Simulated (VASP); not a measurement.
Here is a VASP 6.6.1 calculation.

File INCAR:

```
SYSTEM = Li4BH
ALGO = Fast
EDIFF = 1E-6
EDIFFG = -0.01
ENCUT = 600
GGA = PE
IBRION = 2
ISIF = 3
ISMEAR = 0
LASPH = .True.
LCHARG = .False.
LREAL = .False.
LWAVE = .False.
NELM = 100
NSW = 100
PREC = Accurate
SIGMA = 0.1
```

File KPOINTS:

```
k-points
0
Gamma
  10 10 10
  0 0 0
```

The input POSCAR:

```
Li4BH
1.0
    0.0000000000      3.3729694568      3.3729694568
    3.3729694568      0.0000000000      3.3729694568
    3.3729694568      3.3729694568      0.0000000000
Li B H
4 1 1
Direct
    0.8796105308      0.3734631564      0.3734631564
    0.3734631564      0.3734631564      0.8796105308
    0.3734631564      0.8796105308      0.3734631564
    0.3734631564      0.3734631564      0.3734631564
    0.0000000000      0.0000000000      0.0000000000
    0.7500000000      0.7500000000      0.7500000000
```

Potentials or basis: VASP PAW PBE potentials, release 64 (Li_sv, B, H).

The run is started by

```bash
$ cat potpaw_PBE.64/Li_sv/POTCAR potpaw_PBE.64/B/POTCAR potpaw_PBE.64/H/POTCAR > POTCAR
$ mpirun -np 1 vasp_std > vasp.out
```

(1) Predict the relaxed volume.

(2) Predict the space group after relaxing (to 0.05 Å).

(3) What does it give for the band gap on the k mesh?

(4) Estimate the relaxed cell.

## Answers

(1) 12.65 Å³/atom.

(2) F-43m (No. 216).

(3) none (metal or under the smearing width).

(4) a = 4.752 Å, b = 4.752 Å, c = 4.752 Å, α = 60.00°, β = 60.00°, γ = 60.00°.

Caveat: the cutoff is under 1.25 times the usual one of these potentials, so pressure, stress and relaxed cells hold a basis-set (Pulay) error.
